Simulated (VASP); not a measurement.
A convergence study with VASP on Zr (hcp): one setting is varied, all else stays as given below, so the limit is that of these other settings. Each run relaxes cell and ions from the cell shown.

```
Zr
1.0
    1.61500    -2.79726     0.00000
    1.61500     2.79726     0.00000
    0.00000     0.00000     5.15000
Zr
2
Direct
  0.33333   0.66667   0.25000
  0.66667   0.33333   0.75000
```

These are PBE GGA, VASP's PBE PAW potentials (set 64) (plane waves; VASP) values and carry that method's errors. The tightest run used: 550 eV cut-off, 18×18×10 Γ-centred mesh, first-order Methfessel-Paxton smearing of 0.10 eV, potentials Zr_sv.

```csv
setting,relaxed volume (Å³/atom),E (eV/atom),irreducible k-points
2×2×1 mesh,22.559,-9.4079,2
3×3×2 mesh,22.924,-8.5713,6
4×4×2 mesh,23.553,-8.4862,8
5×5×3 mesh,23.420,-8.5214,10
6×6×3 mesh,23.430,-8.4850,14
7×7×4 mesh,23.403,-8.5166,24
8×8×4 mesh,23.473,-8.5273,30
```

**Question.** These are the cheaper rows. Estimate the results at 18×18×10 mesh, and how far the last row shown lies from them.

**Answer.** 
```json
[
 {"quantity": "relaxed volume (Å³/atom)", "tightest run": "23.398", "last row shown is off by": "0.075"},
 {"quantity": "E (eV/atom)", "tightest run": "-8.5200", "last row shown is off by": "-0.0074"}
]
```

Left out are rungs that failed or repeat a setting and relaxations that didn't move; long series are thinned to 24 rows.

The compound is Zr in the hcp structure.
